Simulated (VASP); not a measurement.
Method: PBE GGA, VASP's PBE PAW potentials (set 64) (plane waves; VASP 6.6.1).

VASP ran on this input.

**KPOINTS**
```
K-points
0
gamma
 7 7 5
0 0 0
```

### POSCAR
```
La2O3
1.0
  1.8924615139  -3.2778328411   0.0000000000
  1.8924615139   3.2778328411   0.0000000000
  0.0000000000   0.0000000000   5.1908684070
La O
2 3
Cartesian
  1.8924615139   1.0926131323   1.1750560772
  1.8924615139  -1.0926131323   4.0158123298
  3.7849230278   0.0000000000   5.1908684070
  1.8924615139   1.0926131323   3.4336329181
  1.8924615139  -1.0926131323   1.7572354889
```

**INCAR**
```
SYSTEM = La2O3
PREC = Accurate; ENCUT = 620; LREAL = .FALSE.
LASPH = .TRUE.
EDIFF = 1E-6; NELM = 100; ALGO = Normal
LMAXMIX = 6
ISMEAR = 0; SIGMA = 0.05
GGA = PE
IBRION = 2; NSW = 40; ISIF = 3
EDIFFG = -0.02; PSTRESS = 450
LWAVE = .FALSE.; LCHARG = .FALSE.
```

POTCAR, in this order: La O (PBE.64 set). Program: vasp_std.

Task: What will the output report for the number of irreducible k-points (NKPTS), largest plane-wave count, number of space-group operations, FFT grid (NGX, NGY, NGZ)?

Result: 
```json
{
 "number of irreducible k-points (NKPTS)": "32",
 "largest_plane_wave_count": "2295",
 "number_of_space_group_operations": "12",
 "FFT grid (NGX, NGY, NGZ)": "32 × 32 × 42"
}
```

The compound is La2O3 in the a-type structure. It was relaxed first under an external pressure of 45 GPa.
